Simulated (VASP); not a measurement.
Zr (space group P6_3/mmc): the measured cell of entry 9008523 of the Crystallography Open Database is

```cif
data_Zr2
_chemical_formula_sum 'Zr2'
_space_group_name_H-M_alt 'P 1'
_space_group_IT_number 1
_cell_length_a 3.23200
_cell_length_b 3.23200
_cell_length_c 5.14700
_cell_angle_alpha 90.000
_cell_angle_beta 90.000
_cell_angle_gamma 120.000
loop_
_space_group_symop_operation_xyz
  'x, y, z'
loop_
_atom_site_label
_atom_site_type_symbol
_atom_site_fract_x
_atom_site_fract_y
_atom_site_fract_z
_atom_site_occupancy
Zr1 Zr 0.33333 0.66667 0.25000 1
Zr2 Zr 0.66667 0.33333 0.75000 1
```

Level of theory: PBEsol GGA, VASP's PBE PAW potentials (set 64) (plane waves; VASP). Run with 400 eV cut-off, 15×15×8 Γ-centred mesh, tetrahedra with Blöchl corrections, potentials Zr_sv.

The calculation is for a static lattice at zero pressure; the measurement, whose temperature isn't given here, holds thermal and zero-point expansion. The entry's conditions were not checked, so it may have been measured under pressure.

Q: How far does the relaxed conventional cell lie from the measured one?

A: 
|  | measured | computed | difference |
|---|---|---|---|
| a (Å) | 3.232 | 3.180 | -1.6 % |
| c (Å) | 5.147 | 5.125 | -0.4 % |
| V (Å³/atom) | 23.28 | 22.44 | -3.6 % |

The structure comes from a measured Zr entry (P6_3/mmc) of the Crystallography Open Database, whose conditions weren't checked. It was relaxed first. Symmetry was kept, so distortions that lower it aren't found.
